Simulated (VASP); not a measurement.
Input of a VASP 6.6.1 run:

The input INCAR:

```
PREC     = Accurate       # precision mode
ENCUT    = 520            # plane-wave cutoff, eV
EDIFF    = 1E-6           # SCF threshold, eV
ISMEAR   = 0              # smearing method
SIGMA    = 0.1            # smearing width, eV
LREAL    = F              # projectors in reciprocal space
LASPH    = T              # aspherical terms in the spheres
NELM     = 80             # most SCF steps
ALGO     = Normal         # electronic algorithm
ISIF     = 2              # what is computed and relaxed
LWAVE    = F              # write WAVECAR
LCHARG   = F              # write CHGCAR
GGA      = PE             # functional
NBANDS   = 23             # bands
```

File KPOINTS:

```
regular mesh
0
Gamma
  8 8 6
```

POSCAR

```
Sr2B2C
1.0
    4.5699807261      0.0000000000      0.0000000000
    0.0000000000      4.5699807261      0.0000000000
    0.0000000000      0.0000000000      6.6338860699
Sr B C
2 2 1
Direct
    0.0000000000      0.0000000000      0.0000000000
    0.0000000000      0.0000000000      0.5000000000
    0.5000000000      0.0000000000      0.0000000000
    0.0000000000      0.5000000000      0.0000000000
    0.5000000000      0.5000000000      0.0000000000
```

Potentials or basis: VASP PAW PBE potentials, release 64 (Sr_sv, B, C).

The run is started by

```console
$ cat potpaw_PBE.64/Sr_sv/POTCAR potpaw_PBE.64/B/POTCAR potpaw_PBE.64/C/POTCAR > POTCAR
$ mpirun -np 1 vasp_std > vasp.out
```

(1) Predict the band gap on the k mesh.

(2) Estimate the pressure.

## Answers

(1) none (metal or under the smearing width).

(2) 0.1 GPa.
